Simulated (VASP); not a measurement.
These are PBE GGA, VASP's PBE PAW potentials (set 64) (plane waves; VASP) values and carry that method's errors.

VASP input:

**POSCAR**
```
AuAl2
1
   -0.0000000000     3.0279176442     3.0279176442
    3.0279176442    -0.0000000000     3.0279176442
    3.0279176442     3.0279176442     0.0000000000
Al Au
2 1
Direct
  0.2500000000   0.2500000000   0.2500000000
  0.7500000000   0.7500000000   0.7500000000
  0.0000000000   0.0000000000   0.0000000000
```

KPOINTS:
```
kpoints
0
G
  8 8 8
0 0 0
```

**INCAR**
```
! general
SYSTEM  = AuAl2
PREC    = Accurate
ENCUT   = 400
LREAL   = F
LASPH   = T

! electronic loop
EDIFF   = 1E-6
NELM    = 100
ALGO    = Normal
LMAXMIX = 6

! smearing
ISMEAR  = 1
SIGMA   = 0.1

! functional
GGA     = PE

! ions
IBRION  = 2
NSW     = 60
ISIF    = 3
EDIFFG  = -0.02

! output
LWAVE   = F
LCHARG  = F
```

POTCAR, in this order: Al Au (PBE.64 set). Program: vasp_std.

Output of the run:

### OSZICAR
```
       N       E                     dE             d eps       ncg     rms          rms(c)
DAV:   1     0.486817354477E+02    0.48682E+02   -0.60158E+03   736   0.936E+02
DAV:   2    -0.117888772729E+02   -0.60471E+02   -0.54750E+02   804   0.175E+02
DAV:   3    -0.132566648173E+02   -0.14678E+01   -0.14404E+01   872   0.280E+01
DAV:   4    -0.132695333711E+02   -0.12869E-01   -0.12846E-01   808   0.296E+00
DAV:   5    -0.132697373628E+02   -0.20399E-03   -0.20398E-03   892   0.395E-01    0.880E+00
DAV:   6    -0.121275420978E+02    0.11422E+01   -0.63868E+00   776   0.282E+01    0.407E+00
DAV:   7    -0.120548521693E+02    0.72690E-01   -0.29236E-01   736   0.632E+00    0.184E+00
DAV:   8    -0.120278263277E+02    0.27026E-01   -0.27030E-02   804   0.127E+00    0.410E-01
DAV:   9    -0.120267149318E+02    0.11114E-02   -0.37391E-03   788   0.730E-01    0.189E-01
DAV:  10    -0.120268662888E+02   -0.15136E-03   -0.25549E-04   764   0.129E-01    0.361E-02
DAV:  11    -0.120268613201E+02    0.49688E-05   -0.93447E-06   844   0.274E-02    0.137E-02
DAV:  12    -0.120268632475E+02   -0.19274E-05   -0.47296E-06   768   0.149E-02    0.321E-03
DAV:  13    -0.120268633080E+02   -0.60488E-07   -0.21020E-07   428   0.490E-03
   1 F= -.12026863E+02 E0= -.12026055E+02  d E =-.120269E+02
```

**OUTCAR**
```
------------------------ aborting loop because EDIFF is reached ----------------------------------------
  FORCE on cell =-STRESS in cart. coord.  units (eV):
  Direction    XX          YY          ZZ          XY          YZ          ZX
  --------------------------------------------------------------------------------------
  Total       -0.0286982     -0.0286982     -0.0286982      0.0000000      0.0000000      0.0000000
  in kB       -0.8281376     -0.8281376     -0.8281376      0.0000000      0.0000000      0.0000000
  external PRESSURE =      -0.8281376 kB  Pullay stress =       0.0000000 kB
  volume of cell :       55.52
      direct lattice vectors                 reciprocal lattice vectors
     0.000000000  3.027917644  3.027917644    -0.165129987  0.165129987  0.165129987
     3.027917644  0.000000000  3.027917644     0.165129987 -0.165129987  0.165129987
     3.027917644  3.027917644  0.000000000     0.165129987  0.165129987 -0.165129987
 POSITION                                       TOTAL-FORCE (eV/Angst)
 -----------------------------------------------------------------------------------
      1.51396      1.51396      1.51396         0.000000      0.000000      0.000000
      4.54188      4.54188      4.54188        -0.000000     -0.000000     -0.000000
      0.00000      0.00000      0.00000         0.000000     -0.000000      0.000000
 -----------------------------------------------------------------------------------
    total drift:                               -0.000000     -0.000000      0.000000
  FREE ENERGIE OF THE ION-ELECTRON SYSTEM (eV)
  ---------------------------------------------------
  free  energy   TOTEN  =       -12.0268633080 eV

  energy  without entropy=      -12.0244391072  energy(sigma->0) =      -12.02605524

 reached required accuracy - stopping structural energy minimisation
```
(Selected blocks of OUTCAR.)

The compound is AuAl2 in the fluorite structure. It was relaxed first. The start is the result of an earlier pass. The electron count is odd and the run is not spin-polarised, which forces a metal.
